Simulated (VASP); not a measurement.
# RbPd (Fm-3m) in VASP: a series of runs

One crystal, RbPd, is run at these levels: PBE; tasks: single point, relaxation of cell and atoms.

Program: VASP 6.6.1. These are calculated values, not measurements. Logs are shortened: lines on timing, memory, paths and dates and some standing lists are left out, and cuts for length are marked.

**1. The cell of the first run**

Symmetry: Fm-3m, No. 225, cubic system. The conventional cell has a = 6.688 Å, b = 6.688 Å, c = 6.688 Å, α = 90.00°, β = 90.00°, γ = 90.00°. Rb (site symmetry m-3m) is surrounded by 6 Pd at 3.34 Å. Around Pd (site symmetry m-3m) lie 6 Rb at 3.34 Å.

The cell was built by a generator and needn't be a form met in nature.

**2. Single point, PBE (random cell by space group and Wyckoff sites (Fm-3m, No. 225))**

Contents of INCAR:

```
SYSTEM = RbPd
  ALGO = Fast
  EDIFF = 1E-6
  ENCUT = 520
  GGA = PE
  ISIF = 2
  ISMEAR = 0
  LASPH = .TRUE.
  LCHARG = .FALSE.
  LREAL = .FALSE.
  LWAVE = .FALSE.
  NBANDS = 16
  NELM = 80
  PREC = Accurate
  SIGMA = 0.1
```

Contents of KPOINTS:

```
k-points
0
G
  14 14 14
  0 0 0
```

Contents of POSCAR:

```
RbPd
1.0
    0.0000000000      3.3440202964      3.3440202964
    3.3440202964      0.0000000000      3.3440202964
    3.3440202964      3.3440202964      0.0000000000
Rb Pd
1 1
Direct
    0.5000000000      0.5000000000      0.5000000000
    0.0000000000      0.0000000000      0.0000000000
```

Potentials or basis: VASP PAW PBE potentials, release 64 (Rb_sv, Pd).

The run is started by

```sh
> cat potpaw_PBE.64/Rb_sv/POTCAR potpaw_PBE.64/Pd/POTCAR > POTCAR
> mpirun -np 1 vasp_std > vasp.out
```

OUTCAR:

```text
SYSTEM = RbPd
   EDIFF = 1E-6
   ENCUT = 520
   GGA = PE
   ISIF = 2
   ISMEAR = 0
   LASPH = .TRUE.
   LREAL = .FALSE.
   NELM = 80
   PREC = Accurate

 ion  position               nearest neighbor table
   1  0.500  0.500  0.500-   2 3.34   2 3.34   2 3.34   2 3.34   2 3.34   2 3.34
   2  0.000  0.000  0.000-   1 3.34   1 3.34   1 3.34   1 3.34   1 3.34   1 3.34

  LATTYP: Found a face centered cubic cell.
 ALAT       =     6.6880405928

  Lattice vectors:

 A1 = (   0.0000000000,   3.3440202964,   3.3440202964)
 A2 = (   3.3440202964,   0.0000000000,   3.3440202964)
 A3 = (   3.3440202964,   3.3440202964,   0.0000000000)

Analysis of symmetry for initial positions (statically):
=====================================================================
 Subroutine PRICEL returns:
 Original cell was already a primitive cell.

 Routine SETGRP: Setting up the symmetry group for a
 face centered cubic supercell.

 Subroutine GETGRP returns: Found 48 space group operations
 (whereof 48 operations were pure point group operations)
 out of a pool of 48 trial point group operations.

The static configuration has the point symmetry O_h .

Analysis of symmetry for dynamics (positions and initial velocities):
=====================================================================
 Subroutine PRICEL returns:
 Original cell was already a primitive cell.

 Routine SETGRP: Setting up the symmetry group for a
 face centered cubic supercell.

 Subroutine GETGRP returns: Found 48 space group operations
 (whereof 48 operations were pure point group operations)
 out of a pool of 48 trial point group operations.

The dynamic configuration has the point symmetry O_h .

 Subroutine INISYM returns: Found 48 space group operations
 (whereof 48 operations are pure point group operations),
 and found     1 'primitive' translations

----------------------------------------------------------------------------------------

                                     Primitive cell

  volume of cell :      74.7888

  direct lattice vectors                    reciprocal lattice vectors
     0.000000000  3.344020296  3.344020296    -0.149520624  0.149520624  0.149520624
     3.344020296  0.000000000  3.344020296     0.149520624 -0.149520624  0.149520624
     3.344020296  3.344020296  0.000000000     0.149520624  0.149520624 -0.149520624

  length of vectors
     4.729158856  4.729158856  4.729158856     0.258977317  0.258977317  0.258977317

  position of ions in fractional coordinates (direct lattice)
     0.500000000  0.500000000  0.500000000
     0.000000000  0.000000000  0.000000000

  ion indices of the primitive-cell ions
   primitive index   ion index
                 1           1
                 2           2

----------------------------------------------------------------------------------------

 KPOINTS: k-points

Automatic generation of k-mesh.
 Grid dimensions read from file:
 generate k-points for:   14   14   14

 Generating k-lattice:

  Cartesian coordinates                     Fractional coordinates (reciprocal lattice)
    -0.010680045  0.010680045  0.010680045     0.071428571  0.000000000  0.000000000
     0.010680045 -0.010680045  0.010680045     0.000000000  0.071428571  0.000000000
     0.010680045  0.010680045 -0.010680045     0.000000000  0.000000000  0.071428571

  Length of vectors
     0.018498380  0.018498380  0.018498380

  Shift w.r.t. Gamma in fractional coordinates (k-lattice)
     0.000000000  0.000000000  0.000000000

 Subroutine IBZKPT returns following result:
 ===========================================

 Found    104 irreducible k-points:

 Following reciprocal coordinates:
            Coordinates               Weight
  0.000000  0.000000  0.000000      1.000000
  0.071429  0.000000  0.000000      8.000000
  0.142857  0.000000  0.000000      8.000000
  0.214286  0.000000  0.000000      8.000000
  0.285714  0.000000  0.000000      8.000000
  0.357143  0.000000  0.000000      8.000000
[... 16 lines left out ...]
  0.214286  0.142857  0.000000     24.000000
  0.285714  0.142857  0.000000     24.000000
 [... further k-points ...]
   k-points           NKPTS =    104   k-points in BZ     NKDIM =    104   number of bands    NBANDS=     16
   number of dos      NEDOS =    301   number of ions     NIONS =      2
   total plane-waves  NPLWV =  46656
   dimension x,y,z NGX =    36 NGY =   36 NGZ =   36
   dimension x,y,z NGXF=    72 NGYF=   72 NGZF=   72
   ions per type =               1   1
   NGX,Y,Z   is equivalent  to a cutoff of  12.66, 12.66, 12.66 a.u.
   NGXF,Y,Z  is equivalent  to a cutoff of  25.31, 25.31, 25.31 a.u.
 SYSTEM =  RbPd
   PREC   = accura    normal or accurate (medium, high low for compatibility)
   ISTART =      0    job   : 0-new  1-cont  2-samecut
   ICHARG =      2    charge: 1-file 2-atom 10-const
   ISPIN  =      1    spin polarized calculation?
   LNONCOLLINEAR =      F non collinear calculations
   LSORBIT =      F    spin-orbit coupling
   LASPH  =      T    aspherical Exc in radial PAW
   ENCUT  =  520.0 eV  38.22 Ry    6.18 a.u.   8.79  8.79  8.79*2*pi/ulx,y,z
   NELM   =     80;   NELMIN=  2; NELMDL= -5     # of ELM steps
   EDIFF  = 0.1E-05   stopping-criterion for ELM
   LREAL  =      F    real-space projection
   EDIFFG = 0.1E-04   stopping-criterion for IOM
   NSW    =      0    number of steps for IOM
   IBRION =     -1    ionic relax: 0-MD 1-quasi-New 2-CG
   NFREE  =      0    steps in history (QN), initial steepest desc. (CG)
   ISIF   =      2    stress and relaxation
   ISYM   =      2    0-nonsym 1-usesym 2-fastsym
   POTIM  = 0.5000    time-step for ionic-motion
   TEBEG  =    0.0;   TEEND  =   0.0 temperature during run
   PSTRESS=    0.0 pullay stress
   NELECT =      19.0000    total number of electrons
   NUPDOWN=      -1.0000    fix difference up-down
   EMIN   =  10.00;   EMAX   =-10.00  energy-range for DOS
   EFERMI =   0.00;   METHOD = LEGACY
   ISMEAR =     0;   SIGMA  =   0.10  broadening in eV -4-tet -1-fermi 0-gaus
   EFERMI_NEDOS =   21; number of points for ismear=-14 and -15
   IALGO  =     68    algorithm
   IMIX   =      4    mixing-type and parameters
     AMIX     =   0.40;   BMIX     =  1.00
     AMIX_MAG =   1.60;   BMIX_MAG =  1.00
  volume/ion in A,a.u.               =      37.39       252.35
  Fermi-wavevector in a.u.,A,eV,Ry     =   1.036845  1.959353 14.626907  1.075047
  Thomas-Fermi vector in A             =   2.171255
   LORBIT       =      0    0 simple, 1 ext, 2 COOP (PROOUT), +10 PAW based schemes
   GGA     = PE    functional components
   LHFCALC =     F    Hartree Fock is set to
   AEXX    =    0.0000 exact exchange contribution
   IVDW    =     0    specifies the selected vdW correction
   LEPSILON=     F    determine dielectric tensor
   LRPA    =     F    only Hartree local field effects (RPA)
 non-spin polarized calculation
 RMM-DIIS sequential band-by-band and
 Gauss-broadening in eV      SIGMA  =   0.10
  energy-cutoff  :      520.00
  volume of cell :       74.79
 maximum number of plane-waves:      2044
   NGX = 17   NGY = 17   NGZ = 17

 number of electron      18.9999999 magnetization

 Free energy of the ion-electron system (eV)
  ---------------------------------------------------
  ext. energy  EPLUGINS =         0.00000000
  ---------------------------------------------------
  free energy    TOTEN  =        -4.86716531 eV

  energy without entropy =       -4.85871681  energy(sigma->0) =       -4.86294106

 E-fermi :   1.3003     XC(G=0):  -7.9661

 val. band max:        1.2980155177   @ k =   0.5000   0.2857   0.0714
 cond. band min:       1.3053762220   @ k =   0.4286   0.0000   0.0000
 fundamental gap:      0.0073607043
 Fermi energy:         1.3002626117

 k-point     1 :       0.0000    0.0000    0.0000
  band No.  band energies     occupation
      1     -25.5591      2.00000
      2      -9.6183      2.00000
      3      -9.6183      2.00000
      4      -9.6183      2.00000
      5      -1.0254      2.00000
      6       0.1157      2.00000
[... 8 lines left out ...]
     15       8.7574      0.00000
     16       8.7574      0.00000

 k-point     2 :       0.0714    0.0000    0.0000
  band No.  band energies     occupation
      1     -25.5585      2.00000
      2      -9.6313      2.00000
      3      -9.6207      2.00000
      4      -9.6207      2.00000
      5      -0.9526      2.00000
      6       0.1294      2.00000
[... 8 lines left out ...]
     15       8.2594      0.00000
     16       8.7177      0.00000

 k-point     3 :       0.1429    0.0000    0.0000
  band No.  band energies     occupation
      1     -25.5568      2.00000
      2      -9.6671      2.00000
      3      -9.6274      2.00000
      4      -9.6274      2.00000
      5      -0.7391      2.00000
      6       0.1444      2.00000
[... 8 lines left out ...]
     15       8.0229      0.00000
     16       8.5434      0.00000

 k-point     4 :       0.2143    0.0000    0.0000
  band No.  band energies     occupation
      1     -25.5544      2.00000
      2      -9.7179      2.00000
      3      -9.6371      2.00000
      4      -9.6371      2.00000
      5      -0.4021      2.00000
      6       0.1619      2.00000
[... 8 lines left out ...]
     15       8.1206      0.00000
     16       8.4014      0.00000
[... 324 lines left out ...]
 k-point    22 :       0.1429    0.1429    0.0000
  band No.  band energies     occupation
      1     -25.5561      2.00000
      2      -9.6734      2.00000
      3      -9.6335      2.00000
      4      -9.6335      2.00000
      5      -0.6724      2.00000
      6       0.0873      2.00000
[... 8 lines left out ...]
     15       9.2089      0.00000
     16       9.6198      0.00000

 k-point    23 :       0.2143    0.1429    0.0000
  band No.  band energies     occupation
      1     -25.5544      2.00000
      2      -9.7052      2.00000
      3      -9.6419      2.00000
      4      -9.6419      2.00000
      5      -0.4613      2.00000
      6       0.0732      2.00000
[... 8 lines left out ...]
     15       9.0522      0.00000
     16       9.5550      0.00000

 k-point    24 :       0.2857    0.1429    0.0000
  band No.  band energies     occupation
      1     -25.5521      2.00000
      2      -9.7468      2.00000
      3      -9.6533      2.00000
      4      -9.6519      2.00000
      5      -0.1719      2.00000
      6       0.0804      2.00000
[... 8 lines left out ...]
     15       9.0218      0.00000
     16       9.3211      0.00000

 [... further k-points ...]

------------------------ aborting loop because EDIFF is reached ----------------------------------------

  FORCE on cell =-STRESS in cart. coord.  units (eV):
  Direction    XX          YY          ZZ          XY          YZ          ZX
  --------------------------------------------------------------------------------------
  -------------------------------------------------------------------------------------
  Total        0.0204252      0.0204252      0.0204252     -0.0000000      0.0000000     -0.0000000
  in kB        0.4375630      0.4375630      0.4375630     -0.0000000      0.0000000     -0.0000000
  external PRESSURE =       0.4375630 kB  Pullay stress =       0.0000000 kB

 VOLUME and BASIS-vectors are now :
 -----------------------------------------------------------------------------
  energy-cutoff  :      520.00
  volume of cell :       74.79
      direct lattice vectors                 reciprocal lattice vectors
     0.000000000  3.344020296  3.344020296    -0.149520624  0.149520624  0.149520624
     3.344020296  0.000000000  3.344020296     0.149520624 -0.149520624  0.149520624
     3.344020296  3.344020296  0.000000000     0.149520624  0.149520624 -0.149520624

 POSITION                                       TOTAL-FORCE (eV/Angst)
 -----------------------------------------------------------------------------------
      3.34402      3.34402      3.34402        -0.000000     -0.000000     -0.000000
      0.00000      0.00000      0.00000         0.000000      0.000000      0.000000
 -----------------------------------------------------------------------------------
    total drift:                                0.000000      0.000000      0.000000

  FREE ENERGIE OF THE ION-ELECTRON SYSTEM (eV)
  ---------------------------------------------------
  free  energy   TOTEN  =        -4.8671653134 eV

  energy  without entropy=       -4.8587168136  energy(sigma->0) =       -4.86294106
```

Run time: 4 min. Hardware: 1 thread of AMD EPYC 7R13 (Zen 3), shared host; peak memory 0.26 GiB.

Results:

| Quantity | Value |
| --- | --- |
| Free energy | -4.8672 eV |
| Pressure | 0.0 GPa |
| Band gap on the k mesh | none (metal or under the smearing width) |

Levels at points of the mesh, in eV from the Fermi level:
```csv
k point,band 7,band 8,band 9,band 10,band 11,band 12,band 13,band 14
"(0.00, 0.00, 0.00)",-1.18,-1.16,-1.16,-1.16,6.07,6.07,6.07,7.46
"(0.50, 0.00, 0.00)",-0.97,-0.83,-0.83,0.62,0.80,3.99,3.99,7.72
"(0.50, 0.50, 0.00)",-1.05,-0.82,-0.82,-0.02,2.34,4.38,5.20,5.20
```

[end of part 1 of 3]
